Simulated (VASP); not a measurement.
An input for Ansatz (written as the equivalent of a VASP run, and not itself run):

Ansatz 0.2 input:
```yaml
crystal:
  lattice:
    - [0.0000000, 2.7749167, 2.7749167]
    - [2.7749167, 0.0000000, 2.7749167]
    - [2.7749167, 2.7749167, 0.0000000]
  atoms:
    - { symbol: Ag, position: [0.0000000, 0.0000000, 0.0000000] }
    - { symbol: Cl, position: [0.5000000, 0.5000000, 0.5000000] }
kpoints:
  mp_grid: { grid: [6, 6, 6] }
hamiltonian:
  xc: pbe
  pseudopotentials: { kind: paw }
scf:
  occupations: { method: gaussian, width: 0.05 }
  max_iter: 100
output: { forces: true, stress: true, eigenvalues: true }
```

Write the VASP files for the same calculation (PBE).

Several could match; the one computed here: 
### INCAR
```
! general
SYSTEM   =  AgCl
PREC     =  Accurate
ENCUT    =  520
LREAL    =  .FALSE.
LASPH    =  .TRUE.   ! aspherical one-centre terms

! electronic loop
EDIFF    =  1E-6   ! SCF stop (eV)
NELM     =  100   ! most electronic steps
ALGO     =  Normal   ! blocked Davidson
LMAXMIX  =  4   ! l cut-off of mixed one-centre charges

! smearing
ISMEAR   =  0
SIGMA    =  0.05

! functional
GGA      =  PE   ! PBE

! output
LWAVE    =  .TRUE.
LCHARG   =  .FALSE.
```

POSCAR:
```
AgCl
1
    0.0000000000     2.7749167263     2.7749167263
    2.7749167263     0.0000000000     2.7749167263
    2.7749167263     2.7749167263     0.0000000000
Ag Cl
1 1
Direct
  0.0000000000   0.0000000000   0.0000000000
  0.5000000000   0.5000000000   0.5000000000
```

**KPOINTS**
```
Automatic mesh
0
gamma
 6 6 6
```

POTCAR, in this order: Ag Cl (PBE.64 set). Program: vasp_std.

The two are equivalent in intent, not identical: each code has its own PAW files, so the cut-off isn't converted (ENCUT is set for VASP's; basis.ecutwfc is left out, and Ansatz then takes the one that its files recommend); Ansatz stops its SCF on the density residual and VASP on the energy change (EDIFF).

The compound is AgCl in the rock salt structure. The cell was not relaxed at this level.
